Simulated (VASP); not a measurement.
An input for Quantum ESPRESSO's pw.x (written as the equivalent of a VASP run, and not itself run):

```
&CONTROL
  calculation = 'vc-relax'
  pseudo_dir = './pseudo'
  outdir = './out'
  tprnfor = .true.
  tstress = .true.
  nstep = 40
  forc_conv_thr = 0.00078
/
&SYSTEM
  ibrav = 0
  nat = 6
  ntyp = 2
  ecutwfc = 86
  occupations = 'smearing'
  smearing = 'gaussian'
  degauss = 0.003675
  input_dft = 'pz'
/
&ELECTRONS
  conv_thr = 7.3e-08
  electron_maxstep = 100
/
&IONS
/
&CELL
  press = 450
/
ATOMIC_SPECIES
  Ag 107.868 Ag.upf
  O 15.999 O.upf
CELL_PARAMETERS angstrom
     4.2850748   -0.0000000   -0.0000000
    -0.0000000    4.2850748    0.0000000
     0.0000000   -0.0000000    4.2850748
ATOMIC_POSITIONS crystal
  Ag   0.7500000  0.2500000  0.7500000
  Ag   0.2500000  0.7500000  0.7500000
  Ag   0.7500000  0.7500000  0.2500000
  Ag   0.2500000  0.2500000  0.2500000
  O    1.0000000  0.0000000  1.0000000
  O    0.5000000  0.5000000  0.5000000
K_POINTS automatic
  5 5 5 0 0 0
```

Q: Translate this input to VASP (INCAR, KPOINTS, POSCAR, choice of POTCAR).

A: Several could match; the one computed here: 
### POSCAR
```
Ag2O
1
    4.2850748480    -0.0000000000    -0.0000000000
   -0.0000000000     4.2850748480     0.0000000000
    0.0000000000    -0.0000000000     4.2850748480
Ag O
4 2
Direct
  0.7500000000   0.2500000000   0.7500000000
  0.2500000000   0.7500000000   0.7500000000
  0.7500000000   0.7500000000   0.2500000000
  0.2500000000   0.2500000000   0.2500000000
  1.0000000000   0.0000000000   1.0000000000
  0.5000000000   0.5000000000   0.5000000000
```

INCAR:
```
# general
SYSTEM   =  Ag2O
PREC     =  Accurate
ENCUT    =  620
LREAL    =  F
LASPH    =  T   # aspherical one-centre terms

# electronic loop
EDIFF    =  1E-6   # SCF stop (eV)
NELM     =  100   # most electronic steps
ALGO     =  Normal
LMAXMIX  =  4

# smearing
ISMEAR   =  0   # Gaussian
SIGMA    =  0.05

# ions
IBRION   =  2
NSW      =  40   # most ionic steps
ISIF     =  3
EDIFFG   =  -0.02   # ionic stop
PSTRESS  =  450   # kbar

# output
LWAVE    =  F
LCHARG   =  F
```

**KPOINTS**
```
Regular mesh
0
G
 5 5 5
```

POTCAR, in this order: Ag O (LDA.64 set). Program: vasp_std.

What does not carry over: the potentials are each code's own (VASP's PAW set, PseudoDojo norm-conserving files in pw.x), so ENCUT and ecutwfc are chosen apart and not converted; conv_thr bounds pw.x's estimated SCF error, while EDIFF bounds the energy change between steps; forc_conv_thr acts on force components and is met together with etot_conv_thr.

The compound is Ag2O in the cuprite structure. It was relaxed first under an external pressure of 45 GPa.
